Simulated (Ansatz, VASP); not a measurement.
# Al (Al(110)-(1x2) missing row): VASP beside Ansatz, part 2 of 2

One calculation is typed for both programs; each brings its own data sets. How far apart do they land? Of the first pair: The structure shown is the start of the Ansatz relaxation below; VASP solves that cell, so the two are compared at the walk's first step.

VASP 6.6.1 and Ansatz 0.2.0.

So far: Set-up; Ansatz: relaxation, PBEsol; VASP: single point, PBEsol, start cell, pair 1.

## Step 4: Side by side

Known differences besides the potentials themselves: the cutoff is 420 eV in Ansatz and 400 eV in VASP; Ansatz makes its cores anew for this functional, VASP keeps those of its PBE data sets. Total energies have different zeros and are not compared.

Forces (eV/Å; atoms numbered as in POSCAR):

```csv
atom,"Ansatz x, y, z","VASP x, y, z"
Al1,"0.000, 0.000, 0.208","0.000, 0.000, 0.205"
Al2,"0.000, 0.000, 0.365","0.000, 0.000, 0.362"
Al3,"0.075, 0.000, -0.106","0.074, 0.000, -0.107"
Al4,"-0.075, 0.000, -0.106","-0.074, 0.000, -0.107"
Al5,"0.000, 0.000, -0.053","0.000, 0.000, -0.053"
Al6,"0.000, 0.000, 0.333","0.000, 0.000, 0.335"
Al7,"0.167, 0.000, -0.165","0.169, 0.000, -0.164"
Al8,"-0.167, 0.000, -0.165","-0.169, 0.000, -0.164"
Al9,"0.000, 0.000, -0.311","0.000, 0.000, -0.308"
```

The forces differ by 1.4 meV/Å r.m.s., which is 1.0 % of the r.m.s. force of 0.140 eV/Å (both taken over all components). Where the cell holds vacuum, a pressure given here is an average over it and none of the material.

## Step 5: Ansatz: relaxation, PBEsol

This run makes the geometry at which the two programs are then compared.

The structure compared here is the end of the Ansatz relaxation.

This is the run of step 2 again, met here at its other cell.

## Step 6: VASP: single point, PBEsol, relaxed atoms in a fixed cell, pair 2

The same cell, functional, mesh and smearing now go to VASP, with its own data sets.

INCAR reads:

```
SYSTEM = Al
PREC = Accurate
ENCUT = 400
EDIFF = 1E-06
NELM = 120
ISMEAR = -1
SIGMA = 0.1
LREAL = .FALSE.
ALGO = Normal
GGA = PS
NBANDS = 22
LORBIT = 11
LWAVE = .FALSE.
LCHARG = .FALSE.
ISIF = 2
LDIPOL = .TRUE.
IDIPOL = 3
DIPOL = 0.5 0.5 0.484
LVHAR = .TRUE.
LASPH = .TRUE.
GGA_COMPAT = .FALSE.
NELMDL = -8
KPAR = 2
```

POSCAR reads:

```
Al
1.0
    8.1000000000      0.0000000000      0.0000000000
    0.0000000000      2.8637824638      0.0000000000
    0.0000000000      0.0000000000     22.7275649276
Al
9
Direct
    0.0000000000      0.0000000000      0.3739951916
    0.5000000000      0.0000000000      0.3739951916
    0.2500000000      0.5000000000      0.4369975958
    0.7500000000      0.5000000000      0.4369975958
    0.0000000000      0.0000000000      0.4973816968
    0.5000000000      0.0000000000      0.5019096658
    0.2562190961      0.5000000000      0.5605822313
    0.7437809039      0.5000000000      0.5605822313
    0.0000000000      0.0000000000      0.6174820451
```

KPOINTS reads:

```
Automatic mesh
0
Gamma
4 10 1
0 0 0
```

The projector-augmented-wave data sets are Al (PBE family, release 64).

Started as:

```bash
> mpirun -np 2 vasp_std
```

Numbers of over 12 decimals in the logs are rounded to 6 here.

The log of the run:

```text
[banner, memory and clock lines left out]
running    2 mpi-ranks, on    1 nodes
[...]
[... a notice as in an earlier step ...]

 LDA part: xc-table for (Slater+PW92), standard interpolation
 POSCAR, INCAR and KPOINTS ok, starting setup
[...]
entering main loop
       N       E                     dE             d eps       ncg     rms          rms(c)
DAV:   1     0.816894891084E+02    0.81689E+02   -0.68228E+03   792   0.668E+02
DAV:   2    -0.301558010000E+02   -0.11185E+03   -0.10712E+03  1102   0.133E+02
DAV:   3    -0.353117496785E+02   -0.51559E+01   -0.50279E+01  1026   0.297E+01
DAV:   4    -0.355291271904E+02   -0.21738E+00   -0.21713E+00  1334   0.739E+00
[...]
DAV:  26    -0.336609787686E+02   -0.28567E-05   -0.76986E-08   642   0.134E-03    0.239E-04
DAV:  27    -0.336609822812E+02   -0.35127E-05   -0.15710E-07   612   0.128E-03    0.396E-04
DAV:  28    -0.336609825540E+02   -0.27274E-06   -0.18272E-08   568   0.759E-04
   1 F= -.33660983E+02 E0= -.33609557E+02  d E =-.102850E+00
```

OUTCAR, selected parts (step 6):

```text
  Total       -2.7800728     -7.3817644     -0.6406095      0.0000000      0.0000000      0.0000000
  in kB       -8.4486787    -22.4332819     -1.9468209      0.0000000      0.0000000      0.0000000
  external PRESSURE =     -10.9429272 kB  Pullay stress =       0.0000000 kB

 POSITION                                       TOTAL-FORCE (eV/Angst)
 -----------------------------------------------------------------------------------
      0.00000      0.00000      8.50000         0.000000     -0.000000      0.137249
      4.05000      0.00000      8.50000         0.000000     -0.000000      0.352698
      2.02500      1.43189      9.93189         0.208583      0.000000     -0.254253
      6.07500      1.43189      9.93189        -0.208583     -0.000000     -0.254253
      0.00000      0.00000     11.30427         0.000000     -0.000000     -0.007055
      4.05000      0.00000     11.40718         0.000000     -0.000000      0.001014
      2.07537      1.43189     12.74067        -0.001535     -0.000000      0.003997
      6.02463      1.43189     12.74067         0.001535      0.000000      0.003997
      0.00000      0.00000     14.03386         0.000000     -0.000000      0.016604
 -----------------------------------------------------------------------------------
    total drift:                               -0.000000      0.000000      0.000003

  FREE ENERGIE OF THE ION-ELECTRON SYSTEM (eV)
  ---------------------------------------------------
  free  energy   TOTEN  =       -33.6609825540 eV

  energy  without entropy=      -33.5581321099  energy(sigma->0) =      -33.60955733

[... 2 parts as in an earlier step ...]

[... 1 further part left out ...]
[key lines of the parts left out:]
E-fermi :  -0.5874
```

## Step 7: Side by side

Both answers:

```csv
quantity,Ansatz,VASP,difference
"work function, lower of the two faces (eV)",3.99,4.00,0.00
"work function, higher of the two faces (eV)",4.08,4.08,0.00
```

Forces (eV/Å; atoms numbered as in POSCAR):

```csv
atom,"Ansatz x, y, z","VASP x, y, z"
Al1,"0.000, 0.000, 0.141","0.000, 0.000, 0.137"
Al2,"0.000, 0.000, 0.356","0.000, 0.000, 0.353"
Al3,"0.209, 0.000, -0.253","0.209, 0.000, -0.254"
Al4,"-0.209, 0.000, -0.253","-0.209, 0.000, -0.254"
Al5,"0.000, 0.000, -0.006","0.000, 0.000, -0.007"
Al6,"0.000, 0.000, 0.001","0.000, 0.000, 0.001"
Al7,"-0.003, 0.000, 0.002","-0.002, 0.000, 0.004"
Al8,"0.003, 0.000, 0.002","0.002, 0.000, 0.004"
Al9,"0.000, 0.000, 0.011","0.000, 0.000, 0.017"
```

The forces differ by 1.7 meV/Å r.m.s., which is 1.5 % of the r.m.s. force of 0.115 eV/Å (both taken over all components). Where the cell holds vacuum, a pressure given here is an average over it and none of the material.

## Step 8: VASP: single point, PBEsol, pair 3

A single point takes one fixed geometry, so differences don't come from the geometry; what else differs is listed under the comparison.

INCAR, as its differences from that of step 6:

```diff
@@ -6,3 +6,3 @@
 ISMEAR = -1
-SIGMA = 0.1
+SIGMA = 0.05
 LREAL = .FALSE.
```

POSCAR is that of step 6.

KPOINTS reads:

```
Automatic mesh
0
Gamma
8 20 1
0 0 0
```

Started as:

```bash
> mpirun -np 2 vasp_std
```

The log of the run:

```text
[... set-up lines as in an earlier step ...]
 entering main loop
       N       E                     dE             d eps       ncg     rms          rms(c)
DAV:   1     0.813183165469E+02    0.81318E+02   -0.68159E+03  2420   0.668E+02
DAV:   2    -0.301743748993E+02   -0.11149E+03   -0.10731E+03  3532   0.132E+02
DAV:   3    -0.352577741024E+02   -0.50834E+01   -0.49679E+01  3066   0.295E+01
DAV:   4    -0.354843892214E+02   -0.22662E+00   -0.22632E+00  4136   0.758E+00
[...]
DAV:  26    -0.335646709089E+02   -0.32582E-05   -0.90790E-08  2040   0.132E-03    0.462E-04
DAV:  27    -0.335646731574E+02   -0.22485E-05   -0.82076E-08  1998   0.104E-03    0.267E-04
DAV:  28    -0.335646733966E+02   -0.23925E-06   -0.15958E-08  1830   0.687E-04
   1 F= -.33564673E+02 E0= -.33551651E+02  d E =-.260448E-01
```

From OUTCAR (step 8):

```text
  Total       -2.6979143     -6.7845834     -1.1676728      0.0000000      0.0000000      0.0000000
  in kB       -8.1989981    -20.6184408     -3.5485733      0.0000000      0.0000000      0.0000000
  external PRESSURE =     -10.7886707 kB  Pullay stress =       0.0000000 kB

 POSITION                                       TOTAL-FORCE (eV/Angst)
 -----------------------------------------------------------------------------------
      0.00000      0.00000      8.50000        -0.000000     -0.000000      0.212953
      4.05000      0.00000      8.50000        -0.000000     -0.000000      0.359583
      2.02500      1.43189      9.93189         0.096206      0.000000     -0.218736
      6.07500      1.43189      9.93189        -0.096206     -0.000000     -0.218736
      0.00000      0.00000     11.30427        -0.000000     -0.000000     -0.066070
      4.05000      0.00000     11.40718        -0.000000     -0.000000      0.013049
      2.07537      1.43189     12.74067        -0.046180     -0.000000     -0.031460
      6.02463      1.43189     12.74067         0.046180     -0.000000     -0.031460
      0.00000      0.00000     14.03386        -0.000000     -0.000000     -0.019123
 -----------------------------------------------------------------------------------
    total drift:                               -0.000000      0.000000      0.000006

  FREE ENERGIE OF THE ION-ELECTRON SYSTEM (eV)
  ---------------------------------------------------
  free  energy   TOTEN  =       -33.5646733966 eV

  energy  without entropy=      -33.5386285983  energy(sigma->0) =      -33.55165100

[... 1 part as in an earlier step ...]

[... 2 further parts left out ...]
[key lines of the parts left out:]
E-fermi :  -0.6467
```

## Step 9: Ansatz: single point, PBEsol, pair 3

The same cell, functional, mesh and smearing now go to Ansatz, which takes its cutoff from its data sets.

The cell is taken from a series of runs on this material, whose earlier steps may have relaxed, scaled, displaced or heated it; both programs get it as it stands.

input.yaml reads:

```yaml
crystal:
  lattice:
    - [8.1, 0.0, 0.0]
    - [0.0, 2.8637824638, 0.0]
    - [0.0, 0.0, 22.7275649276]
  atoms:
    - { symbol: Al, position: [0.0, 0.0, 0.3739951916] }
    - { symbol: Al, position: [0.5, 0.0, 0.3739951916] }
    - { symbol: Al, position: [0.25, 0.5, 0.4369975958] }
    - { symbol: Al, position: [0.75, 0.5, 0.4369975958] }
    - { symbol: Al, position: [0.0, 0.0, 0.4973816968] }
    - { symbol: Al, position: [0.5, 0.0, 0.5019096658] }
    - { symbol: Al, position: [0.2562190961, 0.5, 0.5605822313] }
    - { symbol: Al, position: [0.7437809039, 0.5, 0.5605822313] }
    - { symbol: Al, position: [0.0, 0.0, 0.6174820451] }
kpoints:
  mp_grid: { grid: [8, 20, 1] }
hamiltonian:
  xc: pbesol
scf:
  occupations: { method: fermi_dirac, width: 0.05 }
  convergence: { dr2_threshold: 1.0e-09 }
  n_extra_bands: 20
efield:
  axis: 3
  dipole_correction: true
  ramp_position: 0.97
  ramp_width: 0.06
output:
  band_densities:
    - { e_range: [-0.05, 0] }
    - { e_range: [-0.4, 0] }
    - { e_range: [-1.2, 0] }
    - { e_range: [0, 0.05] }
    - { e_range: [0, 0.4] }
    - { e_range: [0, 1.2] }
    - { e_range: [-2.0, -1.8] }
    - { e_range: [-1.8, -1.6] }
    - { e_range: [-1.6, -1.4] }
    - { e_range: [-1.4, -1.2] }
    - { e_range: [-1.2, -1.0] }
    - { e_range: [-1.0, -0.8] }
    - { e_range: [-0.8, -0.6] }
    - { e_range: [-0.6, -0.4] }
    - { e_range: [-0.4, -0.2] }
    - { e_range: [-0.2, 0.0] }
    - { e_range: [0.0, 0.2] }
    - { e_range: [0.2, 0.4] }
    - { e_range: [0.4, 0.6] }
    - { e_range: [0.6, 0.8] }
    - { e_range: [0.8, 1.0] }
    - { e_range: [1.0, 1.2] }
    - { e_range: [1.2, 1.4] }
    - { e_range: [1.4, 1.6] }
    - { e_range: [1.6, 1.8] }
    - { e_range: [1.8, 2.0] }
  band_residual_tolerance: 0.0001
  dos: { projected: true, e_range: [-5, 4] }
  write_potential: true
  write_density: true
  volumetric_format: npy
```

Started as:

```bash
> ansatz run input.yaml --threads 2 --pin off --max-ram 3072MiB --backend cpu --events-out ev --progress --plain --runs-dir out
```

The log of the run:

```text
[...]
Crystal: 9 atoms, lattice volume = 527.203 Å³
Basis set: ecut = 420 eV, 10381 PW (Γ)
Bands: 34, of which v1, the nominal top of the filled ones, is band 14 counted from 1 (13 counted from 0)
Symmetry: 4 space group operations
[...]
k-points: 55 of 160
[...]
e_range: [1.2, 1.4]                           1.050000             3.3e-5           0
  e_range: [1.4, 1.6]                           1.075000             3.2e-5           0
  e_range: [1.6, 1.8]                           0.775000             3.5e-5           0
  e_range: [1.8, 2]                             1.125000             3.5e-5           0
[key lines of the parts left out:]
SCF converged after 8 iterations
Free energy (F): -4717.671313 eV
Fermi energy:    -0.664670 eV
Dipole field:    D = 0.003462 V/Å  (p = 0.010087 e·Å, saw-weighted, corrected)
Work function:   Φ+ = 4.0500 eV   Φ− = 4.1287 eV
```

## Step 10: Comparison

The two programs side by side:

```csv
quantity,Ansatz,VASP,difference
"work function, lower of the two faces (eV)",4.05,4.05,0.00
"work function, higher of the two faces (eV)",4.13,4.13,0.00
```

Where the cell holds vacuum, a pressure given here is an average over it and none of the material.

## Step 11: Outcome

```
r.m.s. force difference (single point, PBEsol, start cell, pair 1)                    : 1.4 meV/Å
r.m.s. force difference (single point, PBEsol, relaxed atoms in a fixed cell, pair 2) : 1.7 meV/Å
difference in work function, higher of the two faces (single point, PBEsol, pair 3)   : -9.7e-4 eV
```

What this shows: The r.m.s. force difference is 1.7 meV/Å (single point, PBEsol, relaxed atoms in a fixed cell, pair 2), within the 12 meV/Å picked in this series as the mark of a large difference. Pairs 2 and 3 hold one cell, so they aren't independent. How closely two codes agree says nothing of how well the functional describes the real material.

[Lines on the potential files, build, host, timing and source positions are cut from VASP's logs without a mark.]

[Logs are printed without paths, hosts, clocks, repeated set-up lines and the standing remarks that a program may print on its own settings, such as how far it seeks lower states.]

[Hosts, paths, dates, database ids (printed as entryN), source tags and the programs' standing remarks are cut or masked in the printed files.]
